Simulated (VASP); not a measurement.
Wanted: the native input for a VASP 6.6.1 run.

| Item | Value |
| --- | --- |
| Task | single point |
| Functional | PBE |
| Potentials or basis | VASP PAW PBE potentials, release 64 (Ca_sv, Cu, H) |
| Cutoff | 520 eV |
| k mesh | 8 × 8 × 8 |
| Occupations | fermi-dirac, width 0.05 eV |
| Spin | no spin polarisation |
| Further INCAR settings | ALGO = Normal; EDIFF = 1e-07; NBANDS = 20 |

The structure of CaCuH2 lies in POSCAR:

```
CaCuH2
1.0
    1.9452400000      1.1230900000      4.3573800000
   -1.9452400000      1.1230900000      4.3573800000
    0.0000000000     -2.2461700000      4.3573800000
Ca Cu H
1 1 2
Direct
    0.5000000000      0.5000000000      0.5000000000
    0.0000000000      0.0000000000      0.0000000000
    0.8818100000      0.8818100000      0.8818100000
    0.1181900000      0.1181900000      0.1181900000
```

The cell was built by a generator and needn't be a form met in nature.

The input as run:

INCAR

```
SYSTEM = CaCuH2
ALGO = Normal
EDIFF = 1E-7
ENCUT = 520
GGA = PE
ISIF = 2
ISMEAR = -1
LASPH = .True.
LCHARG = .False.
LREAL = .False.
LWAVE = .False.
NBANDS = 20
NELM = 60
PREC = Accurate
SIGMA = 0.05
```

KPOINTS

```
k-points
0
Gamma
  8 8 8
  0 0 0
```

Potentials or basis: VASP PAW PBE potentials, release 64 (Ca_sv, Cu, H).

Command:

```bash
$ cat potpaw_PBE.64/Ca_sv/POTCAR potpaw_PBE.64/Cu/POTCAR potpaw_PBE.64/H/POTCAR > POTCAR
$ mpirun -np 1 vasp_std > vasp.out
```

Results of the run:

| Property | Result |
| --- | --- |
| Pressure | 0.2 GPa |
| Largest force | 0.027 eV/Å |
| Band gap on the k mesh | none (metal or under the smearing width) |

Wall time 120 s on 1 thread of AMD EPYC 7R43 64-Core Processor (Zen 3) (shared host), peak memory 0.22 GiB.
